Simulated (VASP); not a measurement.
Wanted: the native input for a VASP 6.6.1 run.

```yaml
Task: relaxation of cell and atoms
Functional: PBE
Potentials_or_basis: VASP PAW PBE potentials, release 64 (Mg, Zn, Te, S)
Cutoff: 520 eV
k_mesh: 5 × 5 × 5
Occupations: gaussian, width 0.15 eV
Spin: no spin polarisation
Further_INCAR_settings: PREC = Normal; ALGO = Fast; EDIFF = 0.0001; IBRION = 2; EDIFFG = -0.08; NSW = 24; ISIF = 3
```

The structure of Mg2ZnTeS2 lies in POSCAR:

```
Mg2ZnTeS2
1.0
   -1.9400000000      1.9400000000      8.2350000000
    1.9400000000     -1.9400000000      8.2350000000
    1.9400000000      1.9400000000     -8.2350000000
Mg Zn Te S
2 1 1 2
Direct
    0.8330000000      0.8330000000      0.0000000000
    0.1670000000      0.1670000000      0.0000000000
    0.5000000000      0.5000000000      0.0000000000
    0.0000000000      0.0000000000      0.0000000000
    0.6670000000      0.6670000000      0.0000000000
    0.3330000000      0.3330000000      0.0000000000
```

The cell was built by a generator and needn't be a form met in nature.

The input as run:

INCAR

```
PREC     = Normal         # precision mode
ENCUT    = 520            # plane-wave cutoff, eV
EDIFF    = 1E-4           # SCF threshold, eV
ISMEAR   = 0              # smearing method
SIGMA    = 0.15           # smearing width, eV
LREAL    = False          # projectors in reciprocal space
LASPH    = True           # aspherical terms in the spheres
NELM     = 60             # most SCF steps
ALGO     = Fast           # electronic algorithm
ISIF     = 3              # what is computed and relaxed
LWAVE    = False          # write WAVECAR
LCHARG   = False          # write CHGCAR
GGA      = PE             # functional
IBRION   = 2              # ionic algorithm
NSW      = 24             # ionic steps
EDIFFG   = -0.08          # ionic threshold
```

KPOINTS

```
regular mesh
0
Gamma
  5 5 5
```

Potentials or basis: VASP PAW PBE potentials, release 64 (Mg, Zn, Te, S).

Command:

```sh
$ cat potpaw_PBE.64/Mg/POTCAR potpaw_PBE.64/Zn/POTCAR potpaw_PBE.64/Te/POTCAR potpaw_PBE.64/S/POTCAR > POTCAR
$ mpirun -np 1 vasp_std > vasp.out
```

Results of the run:

```json
{
  "Relaxed volume": "20.64 Å³/atom",
  "Relaxed cell": "a = 9.072 Å, b = 9.072 Å, c = 9.072 Å, α = 155.96°, β = 155.96°, γ = 34.26°",
  "Space group after relaxing (to 0.05 Å)": "I4/mmm (No. 139)",
  "Energy gained by relaxing": "53.4 meV/atom",
  "Ionic steps": "9",
  "Pressure after relaxing": "0.0 GPa",
  "Largest force after relaxing": "0.055 eV/Å",
  "Band gap on the k mesh": "none (metal or under the smearing width)"
}
```

Caveat: the k mesh is coarse (spacing up to 0.46 Å⁻¹), so the values aren't converged; the relaxation stopped at a loose force limit of 0.08 eV/Å, so its end isn't a converged minimum.

Run time: 6 min on 1 thread of AMD EPYC 7R13 Processor (Zen 3) (shared host), peak memory 0.35 GiB.
